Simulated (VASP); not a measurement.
Data:

```
MgSe
1.0
    0.00000     2.66426     2.66426
    2.66426     0.00000     2.66426
    2.66426     2.66426     0.00000
Mg Se
1 1
Direct
  0.00000   0.00000   0.00000
  0.50000   0.50000   0.50000
```

All values below come from PBEsol GGA, VASP's PBE PAW potentials (set 64) (plane waves; VASP). Numerical set-up: 500 eV cut-off, 9×9×9 Γ-centred mesh, Gaussian smearing of 0.050 eV, potentials Mg Se.

Estimate the energy per atom (σ→0), pressure.

```json
{
 "energy per atom (σ→0)": "-4.034 eV/atom",
 "pressure": "5.00 GPa"
}
```

The structure was generated: MgSe was put into the rock salt type (Fm-3m), which need not be its known phase. It was relaxed first under an external pressure of 5 GPa.
